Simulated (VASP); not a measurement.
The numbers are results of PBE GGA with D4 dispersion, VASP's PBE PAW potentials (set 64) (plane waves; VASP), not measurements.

A VASP calculation is set up with these files.

KPOINTS:
```
kpoints
0
Gamma
  14 14 8
0 0 0
```

POSCAR:
```
Re
1.0
  1.3800000000  -2.3902300000   0.0000000000
  1.3800000000   2.3902300000   0.0000000000
  0.0000000000   0.0000000000   4.4600000000
Re
2
Cartesian
  1.3800000000   0.7967449268   1.1150000000
  1.3800000000  -0.7967449268   3.3450000000
```

### INCAR
```
! general
SYSTEM =Re
PREC   =Accurate
ENCUT  =520   ! plane-wave cut-off (eV)
LREAL  =.FALSE.   ! projection in real space or not
LASPH  =.TRUE.   ! aspherical one-centre terms

! electronic loop
EDIFF  =1E-6   ! SCF stop (eV)
NELM   =100
ALGO   =Normal   ! blocked Davidson
LMAXMIX=6   ! l cut-off of mixed one-centre charges

! smearing
ISMEAR =1
SIGMA  =0.1   ! width (eV)

! functional
GGA    =PE   ! PBE
IVDW   =13   ! D4

! ions
IBRION =2
NSW    =60   ! most ionic steps
ISIF   =3   ! ions, shape and volume
EDIFFG =-0.01

! output
LWAVE  =.FALSE.
LCHARG =.FALSE.
```

POTCAR, in this order: Re (PBE.64 set). Program: vasp_std.

The resulting files:

OUTCAR:
```
 ion  position               nearest neighbor table
   1  0.333  0.667  0.250-   2 2.74   2 2.74   2 2.74   2 2.74   2 2.74   2 2.74
   2  0.667  0.333  0.750-   1 2.74   1 2.74   1 2.74   1 2.74   1 2.74   1 2.74
  LATTYP: Found a hexagonal cell.
 ALAT       =     2.7599999009
 C/A-ratio  =     1.6159420870
 Subroutine PRICEL returns:
 Original cell was already a primitive cell.
 Subroutine GETGRP returns: Found 24 space group operations
The static configuration has the point symmetry D_3d.
 The point group associated with its full space group is D_6h.
The dynamic configuration has the point symmetry D_3d.
 Subroutine INISYM returns: Found 24 space group operations
 Subroutine IBZKPT returns following result:
 Found    120 irreducible k-points:

 Following reciprocal coordinates:
            Coordinates               Weight
  0.000000  0.000000  0.000000      1.000000
  0.071429  0.000000  0.000000      6.000000
  0.142857 -0.000000  0.000000      6.000000
  0.214286  0.000000  0.000000      6.000000
  0.285714 -0.000000  0.000000      6.000000
  0.357143 -0.000000  0.000000      6.000000
  0.428571  0.000000  0.000000      6.000000
  0.500000 -0.000000  0.000000      3.000000
  0.071429  0.071429  0.000000      6.000000
  0.142857  0.071429  0.000000     12.000000
  0.214286  0.071429  0.000000     12.000000
  0.285714  0.071429  0.000000     12.000000
  0.357143  0.071429  0.000000     12.000000
  0.428571  0.071429  0.000000     12.000000
  0.142857  0.142857  0.000000      6.000000
  0.214286  0.142857  0.000000     12.000000
  0.285714  0.142857  0.000000     12.000000
  0.357143  0.142857  0.000000     12.000000
  0.428571  0.142857  0.000000      6.000000
  0.214286  0.214286  0.000000      6.000000
  0.285714  0.214286  0.000000     12.000000
  0.357143  0.214286  0.000000     12.000000
...
```

**OSZICAR**
```
       N       E                     dE             d eps       ncg     rms          rms(c)
DAV:   1     0.297416794442E+02    0.29742E+02   -0.70093E+03  4725   0.159E+03
DAV:   2    -0.192027264059E+02   -0.48944E+02   -0.41497E+02  4098   0.318E+02
DAV:   3    -0.258587966498E+02   -0.66561E+01   -0.53958E+01  4457   0.260E+02
DAV:   4    -0.262258794193E+02   -0.36708E+00   -0.32225E+00  4884   0.273E+01
DAV:   5    -0.262389427465E+02   -0.13063E-01   -0.12642E-01  4602   0.345E+00    0.428E+01
DAV:   6    -0.252166408091E+02    0.10223E+01   -0.99495E-01  4904   0.315E+01    0.176E+01
DAV:   7    -0.248608517814E+02    0.35579E+00   -0.73282E-01  5091   0.258E+01    0.688E-01
DAV:   8    -0.248474612713E+02    0.13391E-01   -0.10977E-02  5205   0.137E+00    0.228E-01
DAV:   9    -0.248466754015E+02    0.78587E-03   -0.61610E-04  5144   0.280E-01    0.346E-02
DAV:  10    -0.248466917550E+02   -0.16354E-04   -0.38878E-05  4547   0.582E-02    0.527E-03
DAV:  11    -0.252417154839E+02   -0.39502E+00   -0.39502E+00  2417   0.207E-02    0.249E-01
DAV:  12    -0.248447210644E+02    0.39699E+00   -0.41532E+00  2335   0.845E-01    0.933E-03
DAV:  13    -0.248447200399E+02    0.10245E-05   -0.12800E-07  2214   0.989E-03    0.832E-03
DAV:  14    -0.248447185804E+02    0.14595E-05   -0.18461E-07  2073   0.207E-02    0.136E-02
DAV:  15    -0.248466334878E+02   -0.19149E-02    0.41998E-05  2025   0.292E-02    0.180E-02
DAV:  16    -0.248466860539E+02   -0.52566E-04   -0.53474E-04  1933   0.775E-02    0.805E-03
DAV:  17    -0.248466912896E+02   -0.52356E-05   -0.53906E-05  1920   0.916E-03    0.119E-02
DAV:  18    -0.248466910811E+02    0.20850E-06   -0.31482E-06  1873   0.423E-02
   1 F= -.26261938E+02 E0= -.26262231E+02  d E =-.262619E+02
       N       E                     dE             d eps       ncg     rms          rms(c)
DAV:   1    -0.248209333997E+02    0.25758E-01   -0.14164E+00  2654   0.757E+01    0.364E+00
DAV:   2    -0.248145587224E+02    0.63747E-02   -0.17277E-02  4339   0.492E+00    0.127E+00
DAV:   3    -0.248117869177E+02    0.27718E-02   -0.59458E-03  4492   0.272E+00    0.166E-01
DAV:   4    -0.248117588812E+02    0.28036E-04   -0.14037E-04  5104   0.267E-01    0.995E-02
DAV:   5    -0.248117622848E+02   -0.34036E-05   -0.97053E-05  5096   0.292E-01    0.128E-02
DAV:   6    -0.248117631771E+02   -0.89226E-06   -0.33918E-07  1953   0.321E-02
   2 F= -.26252997E+02 E0= -.26253302E+02  d E =0.894133E-02
       N       E                     dE             d eps       ncg     rms          rms(c)
DAV:   1    -0.248484264831E+02   -0.36664E-01   -0.83570E-01  2832   0.563E+01    0.285E+00
DAV:   2    -0.248440764320E+02    0.43501E-02   -0.11505E-02  4258   0.413E+00    0.103E+00
DAV:   3    -0.248422687854E+02    0.18076E-02   -0.40399E-03  4439   0.223E+00    0.132E-01
DAV:   4    -0.248422596914E+02    0.90940E-05   -0.72593E-05  5104   0.157E-01    0.672E-02
DAV:   5    -0.248422566907E+02    0.30007E-05   -0.59526E-05  5070   0.221E-01    0.101E-02
DAV:   6    -0.248422573735E+02   -0.68280E-06   -0.22301E-07  1755   0.253E-02
   3 F= -.26262470E+02 E0= -.26262768E+02  d E =-.532189E-03
       N       E                     dE             d eps       ncg     rms          rms(c)
DAV:   1    -0.248423569696E+02   -0.10028E-03   -0.20451E-05  2934   0.285E-01    0.174E-02
DAV:   2    -0.248423568118E+02    0.15784E-06   -0.90372E-08  1548   0.176E-02
   4 F= -.26262471E+02 E0= -.26262768E+02  d E =-.532263E-03
       N       E                     dE             d eps       ncg     rms          rms(c)
DAV:   1    -0.248425070635E+02   -0.15009E-03   -0.44326E-05  2753   0.426E-01    0.216E-02
DAV:   2    -0.248425065409E+02    0.52261E-06   -0.24504E-07  1473   0.311E-02
   5 F= -.26262470E+02 E0= -.26262766E+02  d E =-.531253E-03
       N       E                     dE             d eps       ncg     rms          rms(c)
DAV:   1    -0.248427805494E+02   -0.27349E-03   -0.90837E-03  3988   0.355E+00    0.564E-02
DAV:   2    -0.248427014924E+02    0.79057E-04   -0.10708E-04  4810   0.140E-01    0.273E-02
DAV:   3    -0.248426786171E+02    0.22875E-04   -0.48546E-05  4974   0.102E-01    0.460E-03
DAV:   4    -0.248426785818E+02    0.35295E-07   -0.83205E-07  1916   0.147E-02
   6 F= -.26262467E+02 E0= -.26262782E+02  d E =0.281456E-05
       N       E                     dE             d eps       ncg     rms          rms(c)
DAV:   1    -0.248426336377E+02    0.44979E-04   -0.27643E-03  3991   0.199E+00    0.309E-02
DAV:   2    -0.248426098414E+02    0.23796E-04   -0.32708E-05  4785   0.790E-02    0.148E-02
DAV:   3    -0.248426030650E+02    0.67764E-05   -0.12648E-05  3748   0.567E-02    0.341E-03
DAV:   4    -0.248426031248E+02   -0.59784E-07   -0.61234E-07  1636   0.202E-02
   7 F= -.26262481E+02 E0= -.26262787E+02  d E =-.118860E-04
```

OUTCAR:
```
------------------------ aborting loop because EDIFF is reached ----------------------------------------
  Edisp (eV):   -1.41988
  FORCE on cell =-STRESS in cart. coord.  units (eV):
  Direction    XX          YY          ZZ          XY          YZ          ZX
  --------------------------------------------------------------------------------------
  Total      -0.01240    -0.01240     0.00039     0.00000     0.00000     0.00000
  in kB      -0.67756    -0.67756     0.02122     0.00000     0.00000     0.00000
  external pressure =       -0.44 kB  Pullay stress =        0.00 kB
  volume of cell :       29.32
      direct lattice vectors                 reciprocal lattice vectors
     1.377821058 -2.386455962 -0.000000000     0.362891826 -0.209515704  0.000000000
     1.377821058  2.386455962  0.000000000     0.362891826  0.209515704 -0.000000000
     0.000000000  0.000000000  4.458336057     0.000000000 -0.000000000  0.224298928
 POSITION                                       TOTAL-FORCE (eV/Angst)
 -----------------------------------------------------------------------------------
      1.37782      0.79549      1.11458         0.000000     -0.000000      0.000000
      1.37782     -0.79549      3.34375        -0.000000      0.000000      0.000000
 -----------------------------------------------------------------------------------
    total drift:                               -0.000000      0.000008     -0.000016
  FREE ENERGIE OF THE ION-ELECTRON SYSTEM (eV)
  ---------------------------------------------------
  free  energy   TOTEN  =       -26.2624814157 eV

  energy  without entropy=      -26.2633994328  energy(sigma->0) =      -26.26278742

 reached required accuracy - stopping structural energy minimisation
```
(Selected blocks of OUTCAR.)

**CONTCAR**
```
Re
   1.00000000000000
     1.3778210575671921   -2.3864559615415173   -0.0000000000000000
     1.3778210575671921    2.3864559615415173    0.0000000000000000
     0.0000000000000000    0.0000000000000000    4.4583360571225334
  Re
     2
Direct
     0.3333330000000032    0.6666669999999968    0.2500000000000000
     0.6666669999999968    0.3333330000000032    0.7500000000000000
```

The compound is Re in the hcp structure. This run relaxes it. Symmetry was kept, so distortions that lower it aren't found.
